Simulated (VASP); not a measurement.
A cell of Pd2TbGe2 (space group I4/mmm) near equilibrium:

```xyz
5
Lattice="-2.0953 2.0953 5.0540 2.0953 -2.0953 5.0540 2.0953 2.0953 -5.0540" Properties=species:S:1:pos:R:3 pbc="T T T"
Tb     2.0953     2.0953     5.0540
Ge     0.0000     0.0000     6.2561
Ge     2.0953     2.0953    -1.2021
Pd     0.0000     2.0953     2.5270
Pd     2.0953     0.0000     2.5270
```

Level of theory: PBEsol GGA, VASP's PBE PAW potentials (set 64) (plane waves; VASP 6.6.1).

The 4f electrons are frozen in the core of the lanthanide potential, so 4f levels, which can set the real gap, and their magnetism are missing.

```csv
run,ΔE (meV/atom),σxx,σyy,σzz,"largest shear component, with its sign (GPa)",largest force (eV/Å)
as it is,0.0,0.52,0.52,0.38,0.00,0.013
after one change,10.0,-4.93,-4.93,-3.34,0.00,0.434
```
Stress is in GPa, positive when the cell is compressed.

Question: Which change was made?
A) atom 5 (Pd) moved by 0.025 Å along z
B) isotropic strain of -1.0 % with the ions relaxed
C) atom 1 (Tb) moved by 0.200 Å along x
D) biaxial strain of +2.0 % in the xy plane

Answer: D, biaxial strain of +2.0 % in the xy plane

The structure comes from a computed database's Pd2TbGe2 entry (I4/mmm); how it stands against other phases isn't given here. The electron count is odd and the run is not spin-polarised, which forces a metal.
